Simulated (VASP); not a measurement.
Data:

```
CELL_PARAMETERS angstrom
      4.44000     2.22000     2.22000
      2.22000     4.44000     2.22000
      2.22000     2.22000     4.44000
ATOMIC_POSITIONS crystal
  Mn 0.00000 0.00000 0.00000
  Mn 0.50000 0.50000 0.50000
  O  0.25000 0.25000 0.25000
  O  0.75000 0.75000 0.75000
```
Starting moments (μB, in the order of the record's atoms Mn Mn O O): 5.0 -5.0 0.0 0.0.

Calculation: PBE GGA with D4 dispersion, VASP's PBE PAW potentials (set 64) (plane waves; VASP). Run with 520 eV cut-off, 7×7×7 Γ-centred mesh, Gaussian smearing of 0.050 eV, potentials Mn_pv O.

**Question.** Predict the cell moment, energy per atom (σ→0), pressure.

**Answer.** 
The cell moment comes out as 0.00 μB. The energy per atom (σ→0) comes out as -829.7 kJ/mol of atoms and the pressure comes out as -3.36 GPa.

**Question.** Give the moment on each site (PAW-sphere projection).

**Answer.** 
```
site  moment (μB)
----  -----------
Mn1          4.33
Mn2         -4.33
O3           0.00
O4           0.00
```

The absolute energy has meaning only against runs of the same code, potentials and settings.

The compound is MnO in the rock salt, AFM-II order structure. The cell was not relaxed at this level. The run is one of a series of settings (IVDW = 13 against the base run), some of them coarse on purpose.
